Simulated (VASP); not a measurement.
# MgSnO2 (P4mm) in VASP: settings compared

Aim: see how the results for MgSnO2 move with the level of theory and the settings. Levels: PBE, r2SCAN. Tasks: relaxation of cell and atoms, single point.

Program: VASP 6.6.1. These are calculated values, not measurements. Logs are shortened: lines on timing, memory, paths and dates and some standing lists are left out, and cuts for length are marked.

**1. The structure**

It takes space group P4mm (No. 99, tetragonal). The conventional cell has a = 3.895 Å, b = 3.895 Å, c = 4.886 Å, α = 90.00°, β = 90.00°, γ = 90.00°. Mg (site symmetry 4mm) has 4 O at 2.01 Å as nearest neighbours. Sn (site symmetry 4mm) has 4 O at 2.23 Å as nearest neighbours. Around O (site symmetry 2mm) lie 2 Mg at 2.01 Å and 2 Sn at 2.23 Å.

The cell was built by a generator and needn't be a form met in nature.

**2. Relaxation of cell and atoms, PBE**

The input, INCAR:

```
PREC = Accurate ; ENCUT = 520
EDIFF = 1E-6 ; ISMEAR = 0
SIGMA = 0.03 ; LREAL = F
LASPH = T ; NELM = 120
ALGO = Normal ; ISIF = 3
LWAVE = F ; LCHARG = F
GGA = PE ; IBRION = 2
NSW = 90 ; EDIFFG = -0.01
KPAR = 2
```

The input, KPOINTS:

```
regular mesh
0
Gamma
  6 6 6
```

The input, POSCAR:

```
MgSnO2
1.0
    3.8950000000      0.0000000000      0.0000000000
    0.0000000000      3.8950000000      0.0000000000
    0.0000000000      0.0000000000      4.8860000000
Mg Sn O
1 1 2
Direct
    0.0000000000      0.0000000000      0.8884568200
    0.5000000000      0.5000000000      0.2112157200
    0.5000000000      0.0000000000      0.9901760100
    0.0000000000      0.5000000000      0.9901760100
```

Potentials or basis: VASP PAW PBE potentials, release 64 (Mg, Sn_d, O).

Command:

```console
> cat potpaw_PBE.64/Mg/POTCAR potpaw_PBE.64/Sn_d/POTCAR potpaw_PBE.64/O/POTCAR > POTCAR
> mpirun -np 2 vasp_std > vasp.out
```

OUTCAR:

```text
PREC = Accurate
   ENCUT = 520
   EDIFF = 1E-6
   ISMEAR = 0
   LREAL = F
   LASPH = T
   NELM = 120
   ISIF = 3
   GGA = PE
   IBRION = 2
   NSW = 90
   EDIFFG = -0.01

 ion  position               nearest neighbor table
   1  0.000  0.000  0.888-   3 2.01   4 2.01   4 2.01   3 2.01   2 3.17   2 3.17   2 3.17   2 3.17

   2  0.500  0.500  0.211-   3 2.23   4 2.23   3 2.23   4 2.23   1 3.17   1 3.17   1 3.17   1 3.17

   3  0.500  0.000  0.990-   1 2.01   1 2.01   2 2.23   2 2.23
   4  0.000  0.500  0.990-   1 2.01   1 2.01   2 2.23   2 2.23

  LATTYP: Found a simple tetragonal cell.
 ALAT       =     3.8950000000
 C/A-ratio  =     1.2544287548

  Lattice vectors:

 A1 = (   3.8950000000,   0.0000000000,   0.0000000000)
 A2 = (   0.0000000000,   3.8950000000,   0.0000000000)
 A3 = (   0.0000000000,   0.0000000000,   4.8860000000)

Analysis of symmetry for initial positions (statically):
=====================================================================
 Subroutine PRICEL returns:
 Original cell was already a primitive cell.

 Routine SETGRP: Setting up the symmetry group for a
 simple tetragonal supercell.

 Subroutine GETGRP returns: Found  8 space group operations
 (whereof  8 operations were pure point group operations)
 out of a pool of 16 trial point group operations.

The static configuration has the point symmetry C_4v.

Analysis of symmetry for dynamics (positions and initial velocities):
=====================================================================
 Subroutine PRICEL returns:
 Original cell was already a primitive cell.

 Routine SETGRP: Setting up the symmetry group for a
 simple tetragonal supercell.

 Subroutine GETGRP returns: Found  8 space group operations
 (whereof  8 operations were pure point group operations)
 out of a pool of 16 trial point group operations.

The dynamic configuration has the point symmetry C_4v.

 Subroutine INISYM returns: Found  8 space group operations
 (whereof  8 operations are pure point group operations),
 and found     1 'primitive' translations

----------------------------------------------------------------------------------------

                                     Primitive cell

  volume of cell :      74.1256

  direct lattice vectors                    reciprocal lattice vectors
     3.895000000  0.000000000  0.000000000     0.256739409  0.000000000  0.000000000
     0.000000000  3.895000000  0.000000000     0.000000000  0.256739409  0.000000000
     0.000000000  0.000000000  4.886000000     0.000000000  0.000000000  0.204666394

  length of vectors
     3.895000000  3.895000000  4.886000000     0.256739409  0.256739409  0.204666394

  position of ions in fractional coordinates (direct lattice)
     0.000000000  0.000000000  0.888456820
     0.500000000  0.500000000  0.211215720
     0.500000000  0.000000000  0.990176010
     0.000000000  0.500000000  0.990176010

  ion indices of the primitive-cell ions
   primitive index   ion index
                 1           1
                 2           2
                 3           3
                 4           4

----------------------------------------------------------------------------------------

 KPOINTS: regular mesh

Automatic generation of k-mesh.
 Grid dimensions read from file:
 generate k-points for:    6    6    6

 Generating k-lattice:

  Cartesian coordinates                     Fractional coordinates (reciprocal lattice)
     0.042789902  0.000000000  0.000000000     0.166666667  0.000000000  0.000000000
     0.000000000  0.042789902  0.000000000     0.000000000  0.166666667  0.000000000
     0.000000000  0.000000000  0.034111066     0.000000000  0.000000000  0.166666667

  Length of vectors
     0.042789902  0.042789902  0.034111066

  Shift w.r.t. Gamma in fractional coordinates (k-lattice)
     0.000000000  0.000000000  0.000000000

 Subroutine IBZKPT returns following result:
 ===========================================

 Found     40 irreducible k-points:

 Following reciprocal coordinates:
            Coordinates               Weight
  0.000000  0.000000  0.000000      1.000000
  0.166667  0.000000  0.000000      4.000000
  0.333333  0.000000  0.000000      4.000000
  0.500000  0.000000  0.000000      2.000000
  0.166667  0.166667  0.000000      4.000000
  0.333333  0.166667  0.000000      8.000000
[... 16 lines left out ...]
  0.333333  0.000000  0.333333      8.000000
  0.500000  0.000000  0.333333      4.000000
 [... further k-points ...]
   k-points           NKPTS =     40   k-points in BZ     NKDIM =     40   number of bands    NBANDS=     18
   number of dos      NEDOS =    301   number of ions     NIONS =      4
   total plane-waves  NPLWV =  32400
   dimension x,y,z NGX =    30 NGY =   30 NGZ =   36
   dimension x,y,z NGXF=    60 NGYF=   60 NGZF=   72
   ions per type =               1   1   2
   NGX,Y,Z   is equivalent  to a cutoff of  12.80, 12.80, 12.25 a.u.
   NGXF,Y,Z  is equivalent  to a cutoff of  25.61, 25.61, 24.50 a.u.
 SYSTEM =  unknown system
   PREC   = accura    normal or accurate (medium, high low for compatibility)
   ISTART =      0    job   : 0-new  1-cont  2-samecut
   ICHARG =      2    charge: 1-file 2-atom 10-const
   ISPIN  =      1    spin polarized calculation?
   LNONCOLLINEAR =      F non collinear calculations
   LSORBIT =      F    spin-orbit coupling
   LASPH  =      T    aspherical Exc in radial PAW
   ENCUT  =  520.0 eV  38.22 Ry    6.18 a.u.   7.24  7.24  9.08*2*pi/ulx,y,z
   NELM   =    120;   NELMIN=  2; NELMDL= -5     # of ELM steps
   EDIFF  = 0.1E-05   stopping-criterion for ELM
   LREAL  =      F    real-space projection
   EDIFFG = -.1E-01   stopping-criterion for IOM
   NSW    =     90    number of steps for IOM
   IBRION =      2    ionic relax: 0-MD 1-quasi-New 2-CG
   NFREE  =      1    steps in history (QN), initial steepest desc. (CG)
   ISIF   =      3    stress and relaxation
   ISYM   =      2    0-nonsym 1-usesym 2-fastsym
   POTIM  = 0.5000    time-step for ionic-motion
   TEBEG  =    0.0;   TEEND  =   0.0 temperature during run
   PSTRESS=    0.0 pullay stress
   NELECT =      28.0000    total number of electrons
   NUPDOWN=      -1.0000    fix difference up-down
   EMIN   =  10.00;   EMAX   =-10.00  energy-range for DOS
   EFERMI =   0.00;   METHOD = LEGACY
   ISMEAR =     0;   SIGMA  =   0.03  broadening in eV -4-tet -1-fermi 0-gaus
   EFERMI_NEDOS =   21; number of points for ismear=-14 and -15
   IALGO  =     38    algorithm
   IMIX   =      4    mixing-type and parameters
     AMIX     =   0.40;   BMIX     =  1.00
     AMIX_MAG =   1.60;   BMIX_MAG =  1.00
  volume/ion in A,a.u.               =      18.53       125.06
  Fermi-wavevector in a.u.,A,eV,Ry     =   1.183418  2.236335 19.054651  1.400477
  Thomas-Fermi vector in A             =   2.319652
   LORBIT       =      0    0 simple, 1 ext, 2 COOP (PROOUT), +10 PAW based schemes
   GGA     = PE    functional components
   LHFCALC =     F    Hartree Fock is set to
   AEXX    =    0.0000 exact exchange contribution
   IVDW    =     0    specifies the selected vdW correction
   LEPSILON=     F    determine dielectric tensor
   LRPA    =     F    only Hartree local field effects (RPA)
 conjugate gradient relaxation of ions
 non-spin polarized calculation
 Gauss-broadening in eV      SIGMA  =   0.03
  energy-cutoff  :      520.00
  volume of cell :       74.13
 maximum number of plane-waves:      2024
 NGX is ok and might be reduce to    30
   NGX = 15   NGY = 15   NGZ = 19

--------------------------------------- Ionic step        1  -------------------------------------------

 number of electron      27.9999997 magnetization

 Free energy of the ion-electron system (eV)
  ---------------------------------------------------
  ext. energy  EPLUGINS =         0.00000000
  ---------------------------------------------------
  free energy    TOTEN  =       -22.32607061 eV

  energy without entropy =      -22.32607061  energy(sigma->0) =      -22.32607061

------------------------ aborting loop because EDIFF is reached ----------------------------------------

  FORCE on cell =-STRESS in cart. coord.  units (eV):
  Direction    XX          YY          ZZ          XY          YZ          ZX
  --------------------------------------------------------------------------------------
  -------------------------------------------------------------------------------------
  Total        0.0787415      0.0787415      0.4085441      0.0000000      0.0000000      0.0000000
  in kB        1.7019467      1.7019467      8.8304155      0.0000000      0.0000000      0.0000000
  external PRESSURE =       4.0781030 kB  Pullay stress =       0.0000000 kB
[... 95 lines left out ...]
  FREE ENERGIE OF THE ION-ELECTRON SYSTEM (eV)
  ---------------------------------------------------
  free  energy   TOTEN  =       -22.3280600381 eV

  energy  without entropy=      -22.3280600381  energy(sigma->0) =      -22.32806004

[... ionic steps 4 to 10 ...]

--------------------------------------- Ionic step       11  -------------------------------------------

 number of electron      27.9999991 magnetization

------------------------ aborting loop because EDIFF is reached ----------------------------------------

  FORCE on cell =-STRESS in cart. coord.  units (eV):
  Direction    XX          YY          ZZ          XY          YZ          ZX
  --------------------------------------------------------------------------------------
  -------------------------------------------------------------------------------------
  Total       -0.0223381     -0.0223381      0.0078171      0.0000000      0.0000000      0.0000000
  in kB       -0.4576429     -0.4576429      0.1601507      0.0000000      0.0000000      0.0000000
  external PRESSURE =      -0.2517117 kB  Pullay stress =       0.0000000 kB
[... 61 lines left out ...]
  energy  without entropy=      -22.3351134319  energy(sigma->0) =      -22.33511343

--------------------------------------- Ionic step       13  -------------------------------------------

 number of electron      27.9999992 magnetization

 Free energy of the ion-electron system (eV)
  ---------------------------------------------------
  ext. energy  EPLUGINS =         0.00000000
  ---------------------------------------------------
  free energy    TOTEN  =       -22.33511816 eV

  energy without entropy =      -22.33511816  energy(sigma->0) =      -22.33511816

 E-fermi :   2.5956     XC(G=0):  -8.4297

 val. band max:        2.4594451792   @ k =   0.5000   0.0000   0.5000
 cond. band min:       4.1391076413   @ k =   0.0000   0.0000   0.5000
 fundamental gap:      1.6796624620
 Fermi energy:         2.5955892962

 k-point     1 :       0.0000    0.0000    0.0000
  band No.  band energies     occupation
      1     -18.0218      2.00000
      2     -17.7631      2.00000
      3     -17.7631      2.00000
      4     -17.7596      2.00000
      5     -17.7561      2.00000
      6     -15.6731      2.00000
[... 10 lines left out ...]
     17       8.8944      0.00000
     18       8.8944      0.00000
[... 466 lines left out ...]
      2     -17.9227      2.00000
      3     -17.7735      2.00000
      4     -17.7613      2.00000
      5     -17.7145      2.00000
      6     -14.7195      2.00000
[... 10 lines left out ...]
     17       8.1862      0.00000
     18       9.4306      0.00000

 [... further k-points ...]

------------------------ aborting loop because EDIFF is reached ----------------------------------------

  FORCE on cell =-STRESS in cart. coord.  units (eV):
  Direction    XX          YY          ZZ          XY          YZ          ZX
  --------------------------------------------------------------------------------------
  -------------------------------------------------------------------------------------
  Total        0.0149920      0.0149920     -0.0016214      0.0000000      0.0000000      0.0000000
  in kB        0.3073724      0.3073724     -0.0332436      0.0000000      0.0000000      0.0000000
  external PRESSURE =       0.1938337 kB  Pullay stress =       0.0000000 kB
[... 19 lines left out ...]
  FREE ENERGIE OF THE ION-ELECTRON SYSTEM (eV)
  ---------------------------------------------------
  free  energy   TOTEN  =       -22.3351181623 eV

  energy  without entropy=      -22.3351181623  energy(sigma->0) =      -22.33511816

 reached required accuracy - stopping structural energy minimisation
```

Run time: 4.5 min. Hardware: 2 MPI ranks of Intel Xeon Platinum 8375C at 2.90GHz (Ice Lake), shared host; peak memory 0.21 GiB.

Results:

* Free energy: -22.3351 eV
* Relaxed volume: 19.54 Å³/atom
* Relaxed cell: a = 3.897 Å, b = 3.897 Å, c = 5.145 Å, α = 90.00°, β = 90.00°, γ = 90.00°
* Space group after relaxing (to 0.05 Å): P4mm (No. 99)
* Energy gained by relaxing: 2.3 meV/atom
* Ionic steps: 13
* Pressure after relaxing: 0.0 GPa
* Largest force after relaxing: 0.007 eV/Å
* Band gap on the k mesh: 1.68 eV, indirect (least direct gap 2.26 eV)

Forces in eV/Å, atoms in the order of the input:
```
Mg   0.000  0.000 -0.007
Sn   0.000  0.000 -0.006
O    0.000  0.000  0.006
O    0.000  0.000  0.006
```

Step by step:
```
step  energy change (eV)  largest force (eV/Å)  pressure (GPa)  volume (Å³)
   1              0.0000                0.1395            0.41        74.13
   2             -0.0020                0.0844           -0.13        74.63
   3             -0.0020                0.0811           -0.14        74.63
   4             -0.0030                0.0898            0.15        74.65
   5             -0.0033                0.0960            0.32        74.66
   6             -0.0042                0.0828            0.31        74.94
   7             -0.0065                0.0450            0.26        75.79
   8             -0.0088                0.0382            0.20        77.50
   9             -0.0089                0.0613            0.18        77.99
  10             -0.0081                0.1134           -0.48        78.77
  11             -0.0090                0.0122           -0.03        78.20
  12             -0.0090                0.0156           -0.02        78.20
  13             -0.0090                0.0065            0.02        78.15
```

Final structure:
```cif
data_structure
_symmetry_space_group_name_H-M 'P 1'
_symmetry_Int_Tables_number 1
_cell_length_a 3.8973
_cell_length_b 3.8973
_cell_length_c 5.1449
_cell_angle_alpha 90.000
_cell_angle_beta 90.000
_cell_angle_gamma 90.000
_cell_volume 78.15
loop_
_atom_site_label
_atom_site_type_symbol
_atom_site_fract_x
_atom_site_fract_y
_atom_site_fract_z
_atom_site_occupancy
Mg1 Mg 0.00000 0.00000 0.89796 1
Sn1 Sn 0.50000 0.50000 0.20310 1
O1 O 0.50000 0.00000 0.98948 1
O2 O 0.00000 0.50000 0.98948 1
```

Caveat: spin-orbit coupling is left out, which moves the levels of the heavy elements.

[end of part 1 of 2]
